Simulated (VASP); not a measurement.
Level of theory: PBE GGA, VASP's PBE PAW potentials (set 64) (plane waves; VASP). Each cell was relaxed at this level, without spin-orbit coupling.

Question: Which of these comes out without a gap?
A. MgS, Fm-3m (225)
B. BeTe, F-43m (216)
C. CuCl, F-43m (216)
D. Ir, Fm-3m (225)

Answer: D, Ir, Fm-3m (225). The others have gaps of 2.75 eV (MgS, Fm-3m (225)), 0.54 eV (CuCl, F-43m (216)), 2.02 eV (BeTe, F-43m (216)).
